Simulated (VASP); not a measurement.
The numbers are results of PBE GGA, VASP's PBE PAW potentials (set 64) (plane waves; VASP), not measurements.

A VASP calculation is set up with these files.

**POSCAR**
```
BN
1
    1.2520000000    -2.1685280000     0.0000000000
    1.2520000000     2.1685280000     0.0000000000
    0.0000000000     0.0000000000     6.6600000000
B N
2 2
Direct
  0.3333330000   0.6666670000   0.2500000000
  0.6666670000   0.3333330000   0.7500000000
  0.6666670000   0.3333330000   0.2500000000
  0.3333330000   0.6666670000   0.7500000000
```

### KPOINTS
```
Automatic mesh
0
Gamma
8 8 3
0 0 0
```

**INCAR**
```
# general
SYSTEM  =  BN
PREC    =  Accurate
ENCUT   =  520
LREAL   =  .FALSE.
LASPH   =  .TRUE.

# electronic loop
EDIFF   =  1E-6
NELM    =  100
ALGO    =  Normal

# smearing
ISMEAR  =  0
SIGMA   =  0.05

# functional
GGA     =  PE

# ions
ISIF    =  2

# output
LWAVE   =  .FALSE.
LCHARG  =  .FALSE.
```

POTCAR, in this order: B N (PBE.64 set). Program: vasp_std.

The resulting files:

File OSZICAR:
```
       N       E                     dE             d eps       ncg     rms          rms(c)
DAV:   1     0.641671096760E+02    0.64167E+02   -0.83868E+03   480   0.123E+03
DAV:   2    -0.342944817101E+02   -0.98462E+02   -0.89289E+02   692   0.264E+02
DAV:   3    -0.386705303754E+02   -0.43760E+01   -0.43464E+01   600   0.586E+01
DAV:   4    -0.387174138692E+02   -0.46883E-01   -0.46830E-01   600   0.657E+00
DAV:   5    -0.387181162101E+02   -0.70234E-03   -0.70223E-03   596   0.788E-01    0.113E+01
DAV:   6    -0.355209895893E+02    0.31971E+01   -0.80908E+00   552   0.233E+01    0.509E+00
DAV:   7    -0.352338068793E+02    0.28718E+00   -0.48189E-01   600   0.614E+00    0.314E+00
DAV:   8    -0.351562444879E+02    0.77562E-01   -0.28525E-01   588   0.412E+00    0.386E-01
DAV:   9    -0.351535200872E+02    0.27244E-02   -0.10731E-02   592   0.946E-01    0.184E-01
DAV:  10    -0.351544465183E+02   -0.92643E-03   -0.12282E-03   564   0.309E-01    0.376E-02
DAV:  11    -0.351545455536E+02   -0.99035E-04   -0.20223E-04   608   0.127E-01    0.281E-02
DAV:  12    -0.351545410924E+02    0.44612E-05   -0.47396E-05   584   0.612E-02    0.438E-03
DAV:  13    -0.351545413745E+02   -0.28206E-06   -0.16455E-06   492   0.124E-02
   1 F= -.35154541E+02 E0= -.35154541E+02  d E =-.522342E-17
```

OUTCAR:
```
------------------------ aborting loop because EDIFF is reached ----------------------------------------
  FORCE on cell =-STRESS in cart. coord.  units (eV):
  Direction    XX          YY          ZZ          XY          YZ          ZX
  --------------------------------------------------------------------------------------
  Total        0.8437020      0.8437023      0.6145155      0.0000000      0.0000000      0.0000000
  in kB       37.3788604     37.3788738     27.2251232      0.0000000      0.0000000      0.0000000
  external PRESSURE =      33.9942858 kB  Pullay stress =       0.0000000 kB
  volume of cell :       36.16
      direct lattice vectors                 reciprocal lattice vectors
     1.252000000 -2.168528000  0.000000000     0.399361022 -0.230571152  0.000000000
     1.252000000  2.168528000  0.000000000     0.399361022  0.230571152  0.000000000
     0.000000000  0.000000000  6.660000000     0.000000000  0.000000000  0.150150150
  FREE ENERGIE OF THE ION-ELECTRON SYSTEM (eV)
  ---------------------------------------------------
  free  energy   TOTEN  =       -35.1545413745 eV

  energy  without entropy=      -35.1545413745  energy(sigma->0) =      -35.15454137
```
(Selected blocks of OUTCAR.)

The compound is BN in the hex structure. The cell was not relaxed at this level.
